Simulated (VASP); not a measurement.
Wanted: the native input for a VASP 6.6.1 run.

```
Task                   : relaxation of cell and atoms
Functional             : LDA
Potentials or basis    : VASP PAW LDA potentials, release 64 (Mg, O)
Cutoff                 : 600 eV
k mesh                 : 12 × 12 × 12
Occupations            : gaussian, width 0.03 eV
Spin                   : no spin polarisation
Target pressure        : 23.2 GPa
Further INCAR settings : ALGO = Normal; EDIFF = 1e-06; IBRION = 2; EDIFFG = -0.01; NSW = 90; ISIF = 3
Target pressure        : 23.2 GPa
```

The structure of MgO (Periclase) lies in POSCAR:

```
MgO
1.0
    0.0000000000      2.1085000000      2.1085000000
    2.1085000000      0.0000000000      2.1085000000
    2.1085000000      2.1085000000      0.0000000000
Mg O
1 1
Direct
    0.0000000000      0.0000000000      0.0000000000
    0.5000000000      0.5000000000      0.5000000000
```

The input as run:

INCAR

```
SYSTEM = MgO
PREC = Accurate ; ENCUT = 600
EDIFF = 1E-6 ; ISMEAR = 0
SIGMA = 0.03 ; LREAL = .False.
LASPH = .True. ; NELM = 80
ALGO = Normal ; ISIF = 3
LWAVE = .False. ; LCHARG = .False.
IBRION = 2 ; NSW = 90
EDIFFG = -0.01 ; PSTRESS = 232.0
```

KPOINTS

```
regular mesh
0
Gamma
  12 12 12
  0 0 0
```

Potentials or basis: VASP PAW LDA potentials, release 64 (Mg, O).

Run with:

```bash
$ cat potpaw_LDA.64/Mg/POTCAR potpaw_LDA.64/O/POTCAR > POTCAR
$ mpirun -np 1 vasp_std > vasp.out
```

It gave:

| Property | Result |
| --- | --- |
| Relaxed volume | 8.01 Å³/atom |
| Relaxed cell | a = 2.829 Å, b = 2.829 Å, c = 2.829 Å, α = 60.00°, β = 60.00°, γ = 60.00° |
| Space group after relaxing (to 0.05 Å) | Fm-3m (No. 225) |
| Energy change on relaxing (the enthalpy is what falls) | +45.4 meV/atom |
| Ionic steps | 4 |
| Pressure after relaxing | 23.3 GPa |
| Band gap on the k mesh | 6.31 eV, direct |

Caveat: the cell is relaxed towards a set pressure, so the enthalpy falls and the energy may rise.

Run time: 12 s on 1 thread of Intel(R) Xeon(R) Platinum 8488C (Sapphire Rapids), with other jobs on the host, peak memory 0.14 GiB.
